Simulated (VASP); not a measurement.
Energy against volume of GaN (zinc blende). Method: PBE GGA with D4 dispersion, VASP's PBE PAW potentials (set 64) (plane waves; VASP). Numerical set-up: 520 eV cut-off, 10×10×10 Γ-centred mesh, Gaussian smearing of 0.050 eV, potentials Ga_d N.

```tsv
V (Å³/atom)	E (eV/atom)
10.716	-6.44495
11.058	-6.46549
11.400	-6.47214
11.742	-6.46695
```

Question: Fit these four points and predict the energy of the run at 12.084 Å³/atom.

Answer: A cubic in V^(−2/3), the third-order Birch-Murnaghan form, passes through the four points with V0 = 11.41 Å³/atom and B0 = 184 GPa, and gives -6.4516 eV/atom there. The run gave -6.4517 eV/atom, -0.0 meV/atom from the fit; all five points give B0 = 183 GPa.

The compound is GaN in the zinc blende structure, a metastable form; wurtzite is the usual one. It was relaxed first.
